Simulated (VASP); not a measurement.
OSZICAR of a VASP run on Be (hcp):

**OSZICAR**
```
       N       E                     dE             d eps       ncg     rms          rms(c)
DAV:   1    -0.385005506398E+01   -0.38501E+01   -0.15224E+03  1848   0.439E+02
DAV:   2    -0.751782601357E+01   -0.36678E+01   -0.36107E+01  2826   0.494E+01
DAV:   3    -0.754517459837E+01   -0.27349E-01   -0.27348E-01  2268   0.400E+00
DAV:   4    -0.754521010626E+01   -0.35508E-04   -0.35508E-04  2748   0.134E-01
DAV:   5    -0.754521016431E+01   -0.58057E-07   -0.58740E-07  2244   0.230E-03    0.112E+00
RMM:   6    -0.750976291125E+01    0.35447E-01   -0.34348E-03  1801   0.857E-01    0.688E-01
RMM:   7    -0.749453650683E+01    0.15226E-01   -0.49273E-03  1918   0.866E-01    0.226E-02
RMM:   8    -0.749453717434E+01   -0.66750E-06   -0.29956E-04  1911   0.244E-01    0.883E-03
RMM:   9    -0.749454281824E+01   -0.56439E-05   -0.19735E-05  2042   0.364E-02    0.261E-03
RMM:  10    -0.749453995627E+01    0.28620E-05   -0.12467E-06  1919   0.108E-02    0.129E-03
RMM:  11    -0.749453916742E+01    0.78884E-06   -0.12022E-07  1651   0.400E-03
   1 F= -.74945392E+01 E0= -.74945031E+01  d E =-.108233E-03
```

Question: Which electronic solver shows in the log?

Answer: It is blocked Davidson (ALGO = Normal, or the opening steps of other solvers) and then RMM-DIIS (ALGO = Fast or VeryFast). The INCAR had ALGO = Fast.

Question: Can the final energy be trusted as converged?

Answer: Self-consistency was reached. It stopped with EDIFF = 1E-6, NELM = 100 (PBE GGA, plane waves, VASP's PBE PAW potentials (set 64)).

The compound is Be in the hcp structure. The cell was not relaxed at this level. The run is one of a series of settings (ALGO = Fast against the base run), some of them coarse on purpose.
